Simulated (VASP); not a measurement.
# SnCl4 in VASP: a series of runs, part 2 of 2

VASP 6.6.1. Earlier steps stand in the parts before.

### 3 Single point, PBE

Input file INCAR:

```
SYSTEM = SnCl4
PREC     = Accurate       ! precision mode
ENCUT    = 400            ! plane-wave cutoff, eV
EDIFF    = 1E-7           ! SCF threshold, eV
ISMEAR   = 0              ! smearing method
SIGMA    = 0.01           ! smearing width, eV
LREAL    = .FALSE.        ! projectors in reciprocal space
LASPH    = .TRUE.         ! aspherical terms in the spheres
NELM     = 100            ! most SCF steps
ALGO     = Normal         ! electronic algorithm
ISIF     = 2              ! what is computed and relaxed
LWAVE    = .FALSE.        ! write WAVECAR
LCHARG   = .FALSE.        ! write CHGCAR
GGA      = PE             ! functional
NBANDS   = 29             ! bands
ISYM     = 0
```

Input file KPOINTS:

```
Automatic mesh
0
G
  1 1 1
  0 0 0
```

Input file POSCAR:

```
SnCl4                                   
1.0
   14.2077045379      0.0000000000      0.0000000000
    0.0000000000     14.7077045379      0.0000000000
    0.0000000000      0.0000000000     15.2077045379
  Sn              Cl            
     1     4
Selective dynamics
Direct
     0.4999998462999997    0.5034009972999982    0.5000007000000011   F   F   F
     0.5321748219222450    0.3672477413263089    0.5702257524464829   T   T   T
     0.6212011807086898    0.6051159915574716    0.5259878776600664   T   T   T
     0.3604065126496332    0.5627956410751084    0.5535343261077115   T   T   T
     0.4862166701677517    0.4784329346108783    0.3502519166232981   T   T   T
```

Potentials or basis: VASP PAW PBE potentials, release 64 (Sn_d, Cl).

Command:

```
cat potpaw_PBE.64/Sn_d/POTCAR potpaw_PBE.64/Cl/POTCAR > POTCAR
mpirun -np 1 vasp_gam > vasp.out
```

OUTCAR:

```text
SYSTEM = SnCl4
   PREC = Accurate
   ENCUT = 400
   EDIFF = 1E-7
   ISMEAR = 0
   LREAL = .FALSE.
   LASPH = .TRUE.
   NELM = 100
   ISIF = 2
   GGA = PE
   ISYM = 0

 ion  position               nearest neighbor table
   1  0.500  0.503  0.500-   4 2.32   3 2.32   5 2.32   2 2.32
   2  0.532  0.367  0.570-   1 2.32
   3  0.621  0.605  0.526-   1 2.32
   4  0.360  0.563  0.554-   1 2.32
   5  0.486  0.478  0.350-   1 2.32

IMPORTANT INFORMATION: All symmetrisations will be switched off!
NOSYMM: (Re-)initialisation of all symmetry stuff for point group C_1.

----------------------------------------------------------------------------------------

                                     Primitive cell

  volume of cell :    3177.8433

  direct lattice vectors                    reciprocal lattice vectors
    14.207704538  0.000000000  0.000000000     0.070384347  0.000000000  0.000000000
     0.000000000 14.707704538  0.000000000     0.000000000  0.067991575  0.000000000
     0.000000000  0.000000000 15.207704538     0.000000000  0.000000000  0.065756143

  length of vectors
    14.207704538 14.707704538 15.207704538     0.070384347  0.067991575  0.065756143

  position of ions in fractional coordinates (direct lattice)
     0.499999846  0.503400997  0.500000700
     0.532174822  0.367247741  0.570225752
     0.621201181  0.605115992  0.525987878
     0.360406513  0.562795641  0.553534326
     0.486216670  0.478432935  0.350251917

  ion indices of the primitive-cell ions
   primitive index   ion index
                 1           1
                 2           2
                 3           3
                 4           4
                 5           5

----------------------------------------------------------------------------------------

 KPOINTS: Automatic mesh
[... 62 lines left out ...]
   IMIX   =      4    mixing-type and parameters
     AMIX     =   0.40;   BMIX     =  1.00
     AMIX_MAG =   1.60;   BMIX_MAG =  1.00
  volume/ion in A,a.u.               =     635.57      4289.03
  Fermi-wavevector in a.u.,A,eV,Ry     =   0.387062  0.731441  2.038383  0.149817
  Thomas-Fermi vector in A             =   1.326613
   LORBIT       =      0    0 simple, 1 ext, 2 COOP (PROOUT), +10 PAW based schemes
   GGA     = PE    functional components
   LHFCALC =     F    Hartree Fock is set to
   AEXX    =    0.0000 exact exchange contribution
   IVDW    =     0    specifies the selected vdW correction
   LEPSILON=     F    determine dielectric tensor
   LRPA    =     F    only Hartree local field effects (RPA)
 non-spin polarized calculation
 Gauss-broadening in eV      SIGMA  =   0.01
  energy-cutoff  :      400.00
  volume of cell :     3177.84
 maximum number of plane-waves:     28853
 NGX is ok and might be reduce to    96
   NGX = 47   NGY = 47   NGZ = 49

 number of electron      41.9999985 magnetization

 Free energy of the ion-electron system (eV)
  ---------------------------------------------------
  ext. energy  EPLUGINS =         0.00000000
  ---------------------------------------------------
  free energy    TOTEN  =       -15.83534094 eV

  energy without entropy =      -15.83534094  energy(sigma->0) =      -15.83534094

 E-fermi :  -7.8790     XC(G=0):  -0.6701

 val. band max:       -7.9764871304   @ k =   0.0000   0.0000   0.0000
 cond. band min:      -3.9802771450   @ k =   0.0000   0.0000   0.0000
 fundamental gap:      3.9962099854
 Fermi energy:        -7.8789913873

 k-point     1 :       0.0000    0.0000    0.0000
  band No.  band energies     occupation
      1     -27.9507      2.00000
      2     -27.9507      2.00000
      3     -27.9507      2.00000
      4     -27.7957      2.00000
      5     -27.7957      2.00000
      6     -21.2079      2.00000
[... 21 lines left out ...]
     28       0.5872      0.00000
     29       0.6178      0.00000

------------------------ aborting loop because EDIFF is reached ----------------------------------------

  FORCE on cell =-STRESS in cart. coord.  units (eV):
  Direction    XX          YY          ZZ          XY          YZ          ZX
  --------------------------------------------------------------------------------------
  -------------------------------------------------------------------------------------
  Total        0.0039516      0.0035095      0.0045713     -0.0000197      0.0002290     -0.0002442
  in kB        0.0019923      0.0017694      0.0023047     -0.0000099      0.0001155     -0.0001231
  external PRESSURE =       0.0020221 kB  Pullay stress =       0.0000000 kB

 VOLUME and BASIS-vectors are now :
 -----------------------------------------------------------------------------
  energy-cutoff  :      400.00
  volume of cell :     3177.84
      direct lattice vectors                 reciprocal lattice vectors
    14.207704538  0.000000000  0.000000000     0.070384347  0.000000000  0.000000000
     0.000000000 14.707704538  0.000000000     0.000000000  0.067991575  0.000000000
     0.000000000  0.000000000 15.207704538     0.000000000  0.000000000  0.065756143

 POSITION                                       TOTAL-FORCE (eV/Angst)
 -----------------------------------------------------------------------------------
      7.10385      7.40387      7.60386         0.000450      0.001160     -0.000145
      7.56098      5.40137      8.67182         0.004695     -0.020670      0.010927
      8.82584      8.89987      7.99907         0.017452      0.015374      0.004359
      5.12055      8.27743      8.41799        -0.020426      0.008728      0.007964
      6.90802      7.03665      5.32653        -0.002171     -0.004592     -0.023105
 -----------------------------------------------------------------------------------
    total drift:                               -0.001808      0.002261      0.000271

  FREE ENERGIE OF THE ION-ELECTRON SYSTEM (eV)
  ---------------------------------------------------
  free  energy   TOTEN  =       -15.8353409404 eV

  energy  without entropy=      -15.8353409404  energy(sigma->0) =      -15.83534094
```

stdout:

```text
POSCAR found type information on POSCAR SnCl
 POSCAR found :  2 types and       5 ions
 scaLAPACK will be used
 LDA part: xc-table for (Slater+PW92), standard interpolation
 POSCAR, INCAR and KPOINTS ok, starting setup
 FFT: planning ... GRIDC
 FFT: planning ... GRID_SOFT
 FFT: planning ... GRID
 WAVECAR not read
 entering main loop
```

Wall time 2.4 min (1 thread of Intel Xeon 6975P-C (Granite Rapids), shared host); peak memory 1.4 GiB.

Results:

| Item | Value |
| --- | --- |
| Free energy | -15.8353 eV |
| Largest force | 0.024 eV/Å |
| Gap between the frontier levels | 4.00 eV |

Forces on the atoms (eV/Å):
```
Sn   0.000  0.001  0.000
Cl   0.005 -0.021  0.011
Cl   0.017  0.015  0.004
Cl  -0.020  0.009  0.008
Cl  -0.002 -0.005 -0.023
```

Caveat: spin-orbit coupling is left out, which moves the levels of the heavy elements.

### 4 Single point, RPBE

Edit INCAR of step 3 so:

```diff
@@ -13,3 +13,3 @@
 LCHARG   = .FALSE.        ! write CHGCAR
-GGA      = PE             ! functional
+GGA      = RP             ! functional
 NBANDS   = 29             ! bands
```

KPOINTS is that of step 3.

POSCAR is that of step 3.

Potentials or basis: VASP PAW PBE potentials, release 64 (Sn_d, Cl).

Command:

```
cat potpaw_PBE.64/Sn_d/POTCAR potpaw_PBE.64/Cl/POTCAR > POTCAR
mpirun -np 1 vasp_gam > vasp.out
```

OUTCAR:

```text
SYSTEM = SnCl4
   PREC = Accurate
   ENCUT = 400
   EDIFF = 1E-7
   ISMEAR = 0
   LREAL = .FALSE.
   LASPH = .TRUE.
   NELM = 100
   ISIF = 2
   GGA = RP
   ISYM = 0

 ion  position               nearest neighbor table
   1  0.500  0.503  0.500-   4 2.32   3 2.32   5 2.32   2 2.32
   2  0.532  0.367  0.570-   1 2.32
   3  0.621  0.605  0.526-   1 2.32
   4  0.360  0.563  0.554-   1 2.32
   5  0.486  0.478  0.350-   1 2.32

IMPORTANT INFORMATION: All symmetrisations will be switched off!
NOSYMM: (Re-)initialisation of all symmetry stuff for point group C_1.

----------------------------------------------------------------------------------------

                                     Primitive cell

  volume of cell :    3177.8433

  direct lattice vectors                    reciprocal lattice vectors
    14.207704538  0.000000000  0.000000000     0.070384347  0.000000000  0.000000000
     0.000000000 14.707704538  0.000000000     0.000000000  0.067991575  0.000000000
     0.000000000  0.000000000 15.207704538     0.000000000  0.000000000  0.065756143

[... 116 lines left out ...]

 val. band max:       -7.9370188046   @ k =   0.0000   0.0000   0.0000
 cond. band min:      -3.8753799927   @ k =   0.0000   0.0000   0.0000
 fundamental gap:      4.0616388119
 Fermi energy:        -7.8853672275

 k-point     1 :       0.0000    0.0000    0.0000
  band No.  band energies     occupation
      1     -27.9600      2.00000
      2     -27.9600      2.00000
      3     -27.9600      2.00000
      4     -27.8077      2.00000
      5     -27.8077      2.00000
      6     -21.1664      2.00000
[... 21 lines left out ...]
     28       0.5535      0.00000
     29       0.5754      0.00000

------------------------ aborting loop because EDIFF is reached ----------------------------------------

  FORCE on cell =-STRESS in cart. coord.  units (eV):
  Direction    XX          YY          ZZ          XY          YZ          ZX
  --------------------------------------------------------------------------------------
  -------------------------------------------------------------------------------------
  Total        0.6143809      0.6139195      0.6151386     -0.0000275      0.0002479     -0.0002326
  in kB        0.3097532      0.3095206      0.3101352     -0.0000139      0.0001250     -0.0001173
  external PRESSURE =       0.3098030 kB  Pullay stress =       0.0000000 kB

 VOLUME and BASIS-vectors are now :
 -----------------------------------------------------------------------------
  energy-cutoff  :      400.00
  volume of cell :     3177.84
      direct lattice vectors                 reciprocal lattice vectors
    14.207704538  0.000000000  0.000000000     0.070384347  0.000000000  0.000000000
     0.000000000 14.707704538  0.000000000     0.000000000  0.067991575  0.000000000
     0.000000000  0.000000000 15.207704538     0.000000000  0.000000000  0.065756143

 POSITION                                       TOTAL-FORCE (eV/Angst)
 -----------------------------------------------------------------------------------
      7.10385      7.40387      7.60386         0.000504      0.001275     -0.000030
      7.56098      5.40137      8.67182         0.044174     -0.193683      0.103183
      8.82584      8.89987      7.99907         0.166201      0.144562      0.038467
      5.12055      8.27743      8.41799        -0.191769      0.084174      0.078301
      6.90802      7.03665      5.32653        -0.019110     -0.036328     -0.219920
 -----------------------------------------------------------------------------------
    total drift:                               -0.001851      0.002367      0.000266

  FREE ENERGIE OF THE ION-ELECTRON SYSTEM (eV)
  ---------------------------------------------------
  free  energy   TOTEN  =       -15.1650994778 eV

  energy  without entropy=      -15.1650994778  energy(sigma->0) =      -15.16509948
```

Wall time 2.1 min (1 thread of Intel Xeon 6975P-C (Granite Rapids), shared host); peak memory 1.4 GiB.

What came out:

- Free energy: -15.1651 eV
- Largest force: 0.224 eV/Å
- Gap between the frontier levels: 4.06 eV

Forces in eV/Å, atoms in the order of the input:
```
Sn   0.001  0.001  0.000
Cl   0.044 -0.194  0.103
Cl   0.166  0.145  0.038
Cl  -0.192  0.084  0.078
Cl  -0.019 -0.036 -0.220
```

Caveat: the PAW data sets were made with another functional, which shifts forces and pressure a little; spin-orbit coupling is left out, which moves the levels of the heavy elements.

### 5 Single point, RPBE+D3(BJ)

Edit INCAR of step 4 so:

```diff
@@ -14,2 +14,3 @@
 GGA      = RP             ! functional
+IVDW     = 12             ! dispersion correction
 NBANDS   = 29             ! bands
```

KPOINTS is that of step 4.

POSCAR is that of step 4.

Command:

```
cat potpaw_PBE.64/Sn_d/POTCAR potpaw_PBE.64/Cl/POTCAR > POTCAR
mpirun -np 1 vasp_gam > vasp.out
```

It took 2.1 min on 1 thread of Intel Xeon 6975P-C (Granite Rapids), shared host; peak memory 1.4 GiB.

It converged, with:

```
Free energy                     : -16.9288 eV
Largest force                   : 0.070 eV/Å
Gap between the frontier levels : 4.06 eV
Dispersion energy per atom      : -0.353 eV
```

Forces on the atoms (eV/Å):
```
Sn   0.001  0.001  0.000
Cl  -0.014  0.060 -0.032
Cl  -0.052 -0.045 -0.012
Cl   0.060 -0.027 -0.025
Cl   0.006  0.010  0.069
```

Levels at points of the mesh, in eV from the valence-band top:
| k point | band 19 | band 20 | band 21 | band 22 | band 23 | band 24 |
| --- | --- | --- | --- | --- | --- | --- |
| (0.00, 0.00, 0.00) | 0.00 | 0.00 | 0.00 | 4.06 | 7.19 | 7.19 |

Caveat: the PAW data sets were made with another functional, which shifts forces and pressure a little; spin-orbit coupling is left out, which moves the levels of the heavy elements.

### 6 Overview

```tsv
task	level	cell	atoms held fixed (from 0)	gap on the mesh (eV)	largest force (eV/Å)
relaxation of the atoms	PBE+D3(BJ)	atoms relaxed	[0]	4.00	-
single point	PBE	as given	-	4.00	0.02
single point	RPBE	as given	-	4.06	0.22
single point	RPBE+D3(BJ)	as given	-	4.06	0.07
```

Alike in all rows: potentials or basis VASP PAW PBE potentials, release 64 (Sn_d, Cl); no spin polarisation; k mesh 1 × 1 × 1; cutoff (eV) 400; smearing gaussian 0.01 eV.

On the cell as given the gap runs from 4.00 eV (PBE) to 4.06 eV (RPBE).

Caveats: spin-orbit coupling is left out, which moves the levels of the heavy elements; the PAW data sets were made with another functional, which shifts forces and pressure a little (some runs).

Absolute energies hang on the potentials; compare differences alone.
